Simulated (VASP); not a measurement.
A snapshot from molecular dynamics of Ta, step 141; the first frame, the perfect lattice, has an electronic free energy F (no ionic kinetic energy) of -11.891 eV/atom. The Γ point alone samples so small a cell crudely.

Data:

```xyz
54
Lattice="9.9000 0.0000 0.0000 0.0000 9.9000 0.0000 0.0000 0.0000 9.9000" Properties=species:S:1:pos:R:3 pbc="T T T"
Ta     9.2546     9.1324     0.3635
Ta     3.9601     9.5684     9.6554
Ta     6.8023     9.5680     0.2269
Ta     9.8045     3.5586     0.0685
Ta     0.3413     9.8056     3.1734
Ta     1.4720     1.2532     0.7771
Ta     3.2166     3.3452     9.7119
Ta     3.3361     0.1517     2.9143
Ta     4.3677     1.7957     1.4955
Ta     6.4508     3.2322     0.5841
Ta     6.0676     0.6426     2.8891
Ta     8.5500     1.4684     1.6432
Ta     0.2932     6.5474     9.7633
Ta     0.2526     3.3248     3.0486
Ta     2.0165     4.9822     1.5105
Ta     3.4361     6.6648     9.6057
Ta     9.7756     0.3730     6.4424
Ta     1.5076     1.7440     4.9631
Ta     3.0282     3.0236     3.1240
Ta     4.8387     5.1298     1.9470
Ta     7.1468     6.8797     0.1210
Ta     3.5128     0.0066     6.6779
Ta     4.8979     1.6287     5.1562
Ta     6.8091     3.3685     3.5686
Ta     8.3048     4.7622     1.7088
Ta     6.3687     0.3417     6.5341
Ta     8.2045     1.5444     4.6183
Ta     9.8085     6.8026     3.3170
Ta     1.8365     8.1275     1.4683
Ta     9.7740     3.2167     6.7367
Ta     1.5190     4.9775     4.9397
Ta     3.3070     6.9511     3.3983
Ta     4.9305     8.0042     1.8314
Ta     1.8900     1.4235     8.2200
Ta     3.1979     3.4022     6.6504
Ta     4.3491     4.6077     4.9110
Ta     6.2864     6.3322     3.6862
Ta     7.7104     8.5255     2.8309
Ta     5.0330     1.5745     8.3943
Ta     6.5070     3.0261     6.5327
Ta     8.5048     5.0187     4.7720
Ta     8.0923     1.6826     8.6039
Ta     0.1642     6.6739     6.6291
Ta     1.6088     8.7095     5.0142
Ta     1.7096     5.0398     8.3302
Ta     3.3963     6.5495     6.3676
Ta     5.0839     8.5712     4.8925
Ta     4.9825     4.7548     8.2263
Ta     6.6799     6.3744     6.5098
Ta     8.5873     8.2317     5.3698
Ta     8.1774     4.9636     8.1021
Ta     1.5351     8.5717     8.0987
Ta     5.2887     8.1760     8.1951
Ta     8.2731     8.2185     8.0295
```

Method: PBE GGA, VASP's PBE PAW potentials (set 64) (plane waves; VASP). Settings: PREC = Normal, LREAL = Auto, ISYM = 0, EDIFF = 1E-5, 300 eV cut-off, 1×1×1 Γ-centred mesh, Fermi-Dirac smearing of 0.22 eV, potentials Ta.

### Question
Give F per atom of this frame and the forces (eV/Å).

### Answer
-11.459 eV/atom.
| atom | Fx | Fy | Fz |
|---|---|---|---|
| Ta1 | 2.68 | -0.89 | 0.75 |
| Ta2 | -3.50 | 0.17 | 2.16 |
| Ta3 | -2.06 | 1.86 | -0.24 |
| Ta4 | 1.10 | -0.97 | -1.52 |
| Ta5 | -0.98 | 1.27 | -0.58 |
| Ta6 | -0.60 | -0.19 | 2.10 |
| Ta7 | 0.86 | 0.07 | 0.00 |
| Ta8 | -2.18 | -2.00 | 2.34 |
| Ta9 | 1.80 | 0.97 | -2.69 |
| Ta10 | 1.06 | -0.57 | -2.22 |
| Ta11 | 1.35 | -0.30 | 0.71 |
| Ta12 | -1.03 | 1.44 | 0.54 |
| Ta13 | -1.66 | 0.09 | 0.60 |
| Ta14 | -1.29 | -0.25 | 0.63 |
| Ta15 | -2.00 | 0.73 | 0.94 |
| Ta16 | 0.17 | -0.09 | 1.19 |
| Ta17 | 0.24 | -0.49 | 1.63 |
| Ta18 | 1.19 | 0.23 | 0.67 |
| Ta19 | -0.51 | 1.40 | 1.81 |
| Ta20 | 0.01 | -1.40 | -1.76 |
| Ta21 | -1.29 | -1.83 | 1.05 |
| Ta22 | -1.38 | -0.39 | -0.27 |
| Ta23 | -2.80 | 2.14 | -3.24 |
| Ta24 | -1.81 | 0.19 | -1.38 |
| Ta25 | -0.52 | 1.95 | 1.08 |
| Ta26 | 4.34 | -3.58 | 1.49 |
| Ta27 | 0.91 | -0.62 | 0.50 |
| Ta28 | 1.21 | -0.01 | -1.65 |
| Ta29 | -0.17 | 1.07 | -0.39 |
| Ta30 | 0.34 | 1.02 | -0.35 |
| Ta31 | 0.25 | 0.02 | -0.39 |
| Ta32 | -1.24 | -1.43 | 1.21 |
| Ta33 | 2.07 | 0.91 | -1.17 |
| Ta34 | -1.09 | 1.44 | -1.10 |
| Ta35 | -1.26 | -1.82 | 1.39 |
| Ta36 | 2.93 | 1.14 | -1.33 |
| Ta37 | 0.96 | -0.22 | 0.58 |
| Ta38 | 0.16 | 0.12 | -1.01 |
| Ta39 | 0.18 | 2.20 | -0.36 |
| Ta40 | 1.64 | 3.07 | 0.81 |
| Ta41 | -0.04 | -0.21 | 1.81 |
| Ta42 | 0.97 | 0.08 | -0.63 |
| Ta43 | 0.75 | -2.09 | 0.16 |
| Ta44 | 1.35 | -2.51 | 0.39 |
| Ta45 | -0.35 | -0.57 | -2.68 |
| Ta46 | -0.08 | 1.07 | 1.18 |
| Ta47 | -0.19 | -1.12 | -0.71 |
| Ta48 | 1.18 | 1.29 | -0.19 |
| Ta49 | -1.18 | 0.69 | -0.22 |
| Ta50 | -2.16 | 0.05 | -2.11 |
| Ta51 | 0.74 | -0.73 | 1.60 |
| Ta52 | 0.40 | -1.10 | 1.46 |
| Ta53 | 0.50 | -1.47 | -2.15 |
| Ta54 | 0.04 | 0.16 | -0.44 |

The cell is a supercell, built from Ta (bcc). Its lattice is the typed one, not relaxed at this level.
